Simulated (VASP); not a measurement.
Given:

```
LiSmS2
1.0
    3.94201     0.00000     0.00000
    0.00000     3.94201     0.00000
    0.00000     0.00000     5.38665
Li Sm S
1 1 2
Direct
  0.00000   0.00000   0.00000
  0.50000   0.50000   0.50000
  0.00000   0.00000   0.50000
  0.50000   0.50000   0.00000
```

Level of theory: PBEsol GGA, VASP's PBE PAW potentials (set 64) (plane waves; VASP). Settings: 520 eV cut-off, 5×5×4 Γ-centred mesh, Gaussian smearing of 0.050 eV, potentials Li_sv Sm_3 S.

The 4f electrons are frozen in the core of the lanthanide potential, so 4f levels, which can set the real gap, and their magnetism are missing.

Estimate the energy per atom (σ→0).

```
Item                            Value
---------------------  --------------
energy per atom (σ→0)  -5.720 eV/atom
```

The absolute energy has meaning only against runs of the same code, potentials and settings.

The structure comes from a computed database's LiSmS2 entry (P4/mmm); how it stands against other phases isn't given here. It was relaxed first. The start is the result of an earlier pass.
